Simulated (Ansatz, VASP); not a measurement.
Two plane-wave programs on Tl2Pb

Contents of INCAR:

```
ALGO = Normal
EDIFF = 1E-6
EDIFFG = -0.01
ENCUT = 600
GGA = PE
IBRION = 2
ISIF = 3
ISMEAR = 0
LASPH = T
LCHARG = F
LREAL = F
LWAVE = F
NELM = 100
NSW = 100
PREC = Accurate
SIGMA = 0.1
```

The input KPOINTS:

```
k-points
0
Gamma
  10 10 10
```

The input POSCAR:

```
Tl2Pb
1.0
    0.0000000000      3.8747052500      3.8747052500
    3.8747052500      0.0000000000      3.8747052500
    3.8747052500      3.8747052500      0.0000000000
Tl Pb
2 1
Direct
    0.2500000000      0.2500000000      0.2500000000
    0.7500000000      0.7500000000      0.7500000000
    0.0000000000      0.0000000000      0.0000000000
```

Input for Ansatz:

```yaml
crystal:
  lattice:
    - [0.0, 3.87470525, 3.87470525]
    - [3.87470525, 0.0, 3.87470525]
    - [3.87470525, 3.87470525, 0.0]
  atoms:
    - { symbol: Tl, position: [0.25, 0.25, 0.25] }
    - { symbol: Tl, position: [0.75, 0.75, 0.75] }
    - { symbol: Pb, position: [0.0, 0.0, 0.0] }
basis:
  ecutwfc: 420
kpoints:
  mp_grid: { grid: [10, 10, 10] }
hamiltonian:
  xc: pbe
scf:
  occupations: { method: gaussian, width: 0.1 }
output:
  forces: true
  stress: true
  eigenvalues: true
  write_density: true
  write_potential: true
  elf: true
  volumetric_format: npy
relax:
  adjacent_minimum: "off"
  f_tol: 0.01
  max_steps: 80
  cell: { stress_tol: 0.05 }
```

Change from the starting cell: species swapped into the Mg2Ge type (Fm-3m, No. 225).

Alike in both runs: task relaxation of cell and atoms; functional PBE; k mesh 10 × 10 × 10; occupations gaussian, width 0.1 eV; no spin polarisation.

|  | VASP | Ansatz |
| --- | --- | --- |
| version | VASP 6.6.1 | Ansatz 0.2.0 |
| potentials or method | VASP PAW PBE potentials, release 64 (Tl_d, Pb_d) | scalar-relativistic, plane waves, PAW |
| plane-wave cutoff (eV) | 600 | 420 |
| valence electrons in the cell | 40 | 40 |

```csv
,VASP,Ansatz,Ansatz less VASP
"gap on the k mesh at the Fermi level, each at its own relaxed structure (eV)",none,none,-
relaxed volume (Å³/atom),36.46,36.43,-0.030
relaxed cell length with the largest relative difference (Å),5.368,5.366,-0.0015
energy change over the relaxation (meV/atom),-11,-11,-0.1
```

A gap of «none» marks a metal or a gap that the smearing closes.

Spin-orbit coupling is left out, which matters for the levels of Pb, Tl.
